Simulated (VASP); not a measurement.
Output of a VASP run:

### OUTCAR
```
 ion  position               nearest neighbor table
   1  0.333  0.667  0.250-   2 3.27   2 3.27   2 3.27   2 3.27   2 3.27   2 3.27
   2  0.667  0.333  0.750-   1 3.27   1 3.27   1 3.27   1 3.27   1 3.27   1 3.27
  LATTYP: Found a hexagonal cell.
 ALAT       =     2.9821935854
 C/A-ratio  =     1.8674010175
 Subroutine PRICEL returns:
 Original cell was already a primitive cell.
 Subroutine GETGRP returns: Found 24 space group operations
The static configuration has the point symmetry D_3d.
 The point group associated with its full space group is D_6h.
The dynamic configuration has the point symmetry D_3d.
 Subroutine INISYM returns: Found 24 space group operations
 Subroutine IBZKPT returns following result:
 Found     84 irreducible k-points:

 Following reciprocal coordinates:
            Coordinates               Weight
  0.000000  0.000000  0.000000      1.000000
  0.076923  0.000000  0.000000      6.000000
  0.153846  0.000000  0.000000      6.000000
  0.230769  0.000000  0.000000      6.000000
  0.307692  0.000000  0.000000      6.000000
  0.384615  0.000000  0.000000      6.000000
  0.461538  0.000000  0.000000      6.000000
  0.076923  0.076923  0.000000      6.000000
  0.153846  0.076923  0.000000     12.000000
  0.230769  0.076923  0.000000     12.000000
  0.307692  0.076923  0.000000     12.000000
  0.384615  0.076923  0.000000     12.000000
  0.461538  0.076923  0.000000      6.000000
  0.153846  0.153846  0.000000      6.000000
  0.230769  0.153846  0.000000     12.000000
  0.307692  0.153846  0.000000     12.000000
  0.384615  0.153846  0.000000     12.000000
  0.230769  0.230769  0.000000      6.000000
  0.307692  0.230769  0.000000     12.000000
  0.384615  0.230769  0.000000      6.000000
  0.307692  0.307692  0.000000      6.000000
  0.000000  0.000000  0.166667      2.000000
  0.076923  0.000000  0.166667     12.000000
  0.153846  0.000000  0.166667     12.000000
  0.230769  0.000000  0.166667     12.000000
  0.307692  0.000000  0.166667     12.000000
  0.384615  0.000000  0.166667     12.000000
  0.461538  0.000000  0.166667     12.000000
  0.076923  0.076923  0.166667     12.000000
  0.153846  0.076923  0.166667     24.000000
  0.230769  0.076923  0.166667     24.000000
  0.307692  0.076923  0.166667     24.000000
  0.384615  0.076923  0.166667     24.000000
  0.461538  0.076923  0.166667     12.000000
  0.153846  0.153846  0.166667     12.000000
  0.230769  0.153846  0.166667     24.000000
  0.307692  0.153846  0.166667     24.000000
  0.384615  0.153846  0.166667     24.000000
  0.230769  0.230769  0.166667     12.000000
  0.307692  0.230769  0.166667     24.000000
   k-points           NKPTS =     84   k-points in BZ     NKDIM =     84   number of bands    NBANDS=     16
   number of dos      NEDOS =    301   number of ions     NIONS =      2
   total plane-waves  NPLWV =  14400
   dimension x,y,z NGX =    20 NGY =   20 NGZ =   36
   dimension x,y,z NGXF=    40 NGYF=   40 NGZF=   72
   ions per type =               2
   PREC   = accura    normal or accurate (medium, high low for compatibility)
   ISTART =      0    job   : 0-new  1-cont  2-samecut
   ICHARG =      2    charge: 1-file 2-atom 10-const
   ISPIN  =      1    spin polarized calculation?
   LNONCOLLINEAR =      F non collinear calculations
   LSORBIT =      F    spin-orbit coupling
   INIWAV =      1    electr: 0-lowe 1-rand  2-diag
   ENCUT  =  400.0 eV  29.40 Ry    5.42 a.u.   4.86  4.86  9.08*2*pi/ulx,y,z
   NELM   =    100;   NELMIN=  2; NELMDL= -5     # of ELM steps
   EDIFF  = 0.1E-07   stopping-criterion for ELM
   LREAL  =      F    real-space projection
   NLSPLINE    = F    spline interpolate recip. space projectors
   LMAXMIX     =    4 max onsite mixed and CHGCAR
   VOSKOWN=      0    Vosko Wilk Nusair interpolation
   EDIFFG = -.1E-02   stopping-criterion for IOM
   NSW    =     30    number of steps for IOM
...
```

**OSZICAR**
```
       N       E                     dE             d eps       ncg     rms          rms(c)
DAV:   1     0.102819055137E+03    0.10282E+03   -0.11933E+04  2712   0.127E+03
DAV:   2    -0.443316740951E+02   -0.14715E+03   -0.14434E+03  2744   0.352E+02
DAV:   3    -0.473636816104E+02   -0.30320E+01   -0.30291E+01  3312   0.610E+01
DAV:   4    -0.473674207767E+02   -0.37392E-02   -0.37391E-02  3136   0.183E+00
DAV:   5    -0.473674339457E+02   -0.13169E-04   -0.13169E-04  3384   0.102E-01    0.491E+00
DAV:   6    -0.417817457195E+02    0.55857E+01   -0.47916E+00  2704   0.324E+01    0.656E+00
DAV:   7    -0.407188928110E+02    0.10629E+01   -0.12512E-01  2896   0.536E+00    0.483E+00
DAV:   8    -0.409906780978E+02   -0.27179E+00   -0.19997E-01  2752   0.536E+00    0.438E-01
DAV:   9    -0.398314569599E+02    0.11592E+01   -0.23281E-01  2720   0.495E+00    0.507E-01
DAV:  10    -0.401324977014E+02   -0.30104E+00   -0.87314E-02  2768   0.239E+00    0.283E-01
DAV:  11    -0.401427450523E+02   -0.10247E-01   -0.14916E-03  3320   0.348E-01    0.162E-01
DAV:  12    -0.401362299379E+02    0.65151E-02   -0.47317E-03  2984   0.528E-01    0.546E-01
DAV:  13    -0.401993042480E+02   -0.63074E-01   -0.33303E-02  2768   0.152E+00    0.291E-01
DAV:  14    -0.402001166595E+02   -0.81241E-03   -0.63765E-04  3112   0.250E-01    0.154E-01
DAV:  15    -0.402002098894E+02   -0.93230E-04   -0.30334E-05  3136   0.436E-02    0.166E-01
DAV:  16    -0.402009984521E+02   -0.78856E-03   -0.91837E-04  2936   0.262E-01    0.112E-01
DAV:  17    -0.402008714066E+02    0.12705E-03   -0.28931E-04  2968   0.131E-01    0.238E-02
DAV:  18    -0.402008441008E+02    0.27306E-04   -0.38984E-06  3160   0.179E-02    0.152E-02
DAV:  19    -0.402008580941E+02   -0.13993E-04   -0.34162E-06  2904   0.198E-02    0.100E-02
DAV:  20    -0.402010100622E+02   -0.15197E-03   -0.15751E-04  2808   0.863E-02    0.879E-03
DAV:  21    -0.402010074644E+02    0.25978E-05   -0.26553E-06  3056   0.138E-02    0.585E-03
DAV:  22    -0.402010057159E+02    0.17485E-05   -0.11221E-06  2904   0.758E-03    0.407E-03
DAV:  23    -0.402010072177E+02   -0.15018E-05   -0.65875E-07  2776   0.549E-03    0.306E-03
DAV:  24    -0.402010072042E+02    0.13537E-07   -0.31727E-07  2920   0.511E-03    0.141E-03
DAV:  25    -0.402010071852E+02    0.18992E-07   -0.91716E-08  2528   0.223E-03    0.688E-04
DAV:  26    -0.402010071624E+02    0.22769E-07   -0.46091E-08  2272   0.141E-03    0.254E-04
DAV:  27    -0.402010068947E+02    0.26778E-06   -0.55903E-09  1712   0.706E-04    0.303E-04
DAV:  28    -0.402010071136E+02   -0.21894E-06   -0.17619E-09  1480   0.368E-04    0.144E-04
DAV:  29    -0.402010070329E+02    0.80753E-07   -0.86349E-11  1440   0.945E-05    0.432E-05
DAV:  30    -0.402010070616E+02   -0.28793E-07   -0.11280E-10  1408   0.887E-05    0.128E-05
DAV:  31    -0.402010070504E+02    0.11250E-07   -0.34265E-11  1416   0.418E-05    0.773E-06
DAV:  32    -0.402010070572E+02   -0.68362E-08   -0.27269E-12  1400   0.140E-05
   1 F= -.40201007E+02 E0= -.40201098E+02  d E =-.402010E+02
```

**OUTCAR**
```
------------------------ aborting loop because EDIFF is reached ----------------------------------------
  FORCE on cell =-STRESS in cart. coord.  units (eV):
  Direction    XX          YY          ZZ          XY          YZ          ZX
  --------------------------------------------------------------------------------------
  Total        0.0125343      0.0125343     -0.0022258     -0.0000000      0.0000000      0.0000000
  in kB        0.4682040      0.4682041     -0.0831423     -0.0000000      0.0000000      0.0000000
  external PRESSURE =       0.2844219 kB  Pullay stress =       0.0000000 kB
  volume of cell :       42.89
      direct lattice vectors                 reciprocal lattice vectors
     1.491096664 -2.582655478  0.000000000     0.335323666 -0.193599187  0.000000000
     1.491096664  2.582655478  0.000000000     0.335323666  0.193599187  0.000000000
     0.000000000  0.000000000  5.568951336     0.000000000  0.000000000  0.179567021
 POSITION                                       TOTAL-FORCE (eV/Angst)
 -----------------------------------------------------------------------------------
      1.49110      0.86089      1.39224        -0.000000     -0.000000      0.000000
      1.49110     -0.86089      4.17671         0.000000      0.000000      0.000000
 -----------------------------------------------------------------------------------
    total drift:                               -0.000000      0.000192      0.000002
  FREE ENERGIE OF THE ION-ELECTRON SYSTEM (eV)
  ---------------------------------------------------
  free  energy   TOTEN  =       -40.2010070572 eV

  energy  without entropy=      -40.2012805576  energy(sigma->0) =      -40.20109822

 reached required accuracy - stopping structural energy minimisation
```
(Selected blocks of OUTCAR.)

**POSCAR**
```
Cd
1
    1.4910966639    -2.5826554783    -0.0000000000
    1.4910966639     2.5826554783    -0.0000000000
    0.0000000000    -0.0000000000     5.5689513356
Cd
2
Direct
  0.3333330000   0.6666670000   0.2500000000
  0.6666670000   0.3333330000   0.7500000000
```

Q: Reconstruct the remaining input files.

A: Several could match; the one computed here: the input of the run itself, r2SCAN meta-GGA, plane waves, VASP's PBE PAW potentials (set 64).

### KPOINTS
```
Automatic mesh
0
Gamma
13 13 6
0 0 0
```

INCAR:
```
SYSTEM = Cd
PREC = Accurate; ENCUT = 400; LREAL = .FALSE.
LASPH = .TRUE.
EDIFF = 1E-8; NELM = 100; ALGO = Normal
LMAXMIX = 4; LMIXTAU = .TRUE.
ISMEAR = 1; SIGMA = 0.1
METAGGA = R2SCAN
IBRION = 1; NSW = 30; ISIF = 2
EDIFFG = -0.001
LWAVE = .FALSE.; LCHARG = .FALSE.
```

POTCAR, in this order: Cd (PBE.64 set). Program: vasp_std.

The compound is Cd in the hcp structure. It was relaxed first. The start is the result of an earlier pass.
